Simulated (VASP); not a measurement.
Input:

```
BiVO4
1.0
   -2.56771     2.56771     5.81114
    2.56771    -2.56771     5.81114
    2.56771     2.56771    -5.81114
V Bi O
2 2 8
Direct
  0.50000   0.50000   0.00000
  0.25000   0.75000   0.50000
  0.00000   0.00000   0.00000
  0.75000   0.25000   0.50000
  0.17085   0.56190   0.89101
  0.31190   0.92089   0.89105
  0.67089   0.27984   0.10899
  0.02984   0.42085   0.10895
  0.57915   0.68810   0.60899
  0.43810   0.32911   0.60895
  0.07911   0.97016   0.39101
  0.72016   0.82915   0.39105
```

All values below come from PBE GGA, VASP's PBE PAW potentials (set 64) (plane waves; VASP 6.6.1). Run with 400 eV cut-off, 4×4×4 Γ-centred mesh shifted by (0.5, 0.5, 0.5), Gaussian smearing of 0.010 eV, potentials V_sv Bi_d O.

At this cut-off the stress carries a Pulay error, which pulls relaxed volumes low.

### Question
Which forces act on the atoms, in eV/Å?

### Answer

| atom | Fx | Fy | Fz |
|---|---|---|---|
| V1 | 0.000 | 0.000 | 0.000 |
| V2 | 0.000 | 0.000 | 0.000 |
| Bi3 | 0.000 | 0.000 | 0.000 |
| Bi4 | 0.000 | 0.000 | 0.000 |
| O5 | -0.045 | 0.074 | 0.026 |
| O6 | -0.074 | -0.045 | 0.026 |
| O7 | 0.045 | -0.074 | 0.026 |
| O8 | 0.074 | 0.045 | 0.026 |
| O9 | 0.045 | -0.074 | -0.026 |
| O10 | 0.074 | 0.045 | -0.026 |
| O11 | -0.045 | 0.074 | -0.026 |
| O12 | -0.074 | -0.045 | -0.026 |

### Question
Give the stress tensor in GPa (positive for a compressed cell).

### Answer

```
-2.28   0.00   0.00
 0.00  -2.28   0.00
 0.00   0.00  -2.11
```
The pressure is its mean diagonal, -2.23 GPa.

The structure comes from a computed database's VBiO4 entry; how it stands against other phases isn't given here. The cell was not relaxed at this level. The k-mesh is coarse (spacing up to 0.43 per Å, 2π included), so the numbers may not be converged in it. The run is not spin-polarised, so no magnetic state was tried.
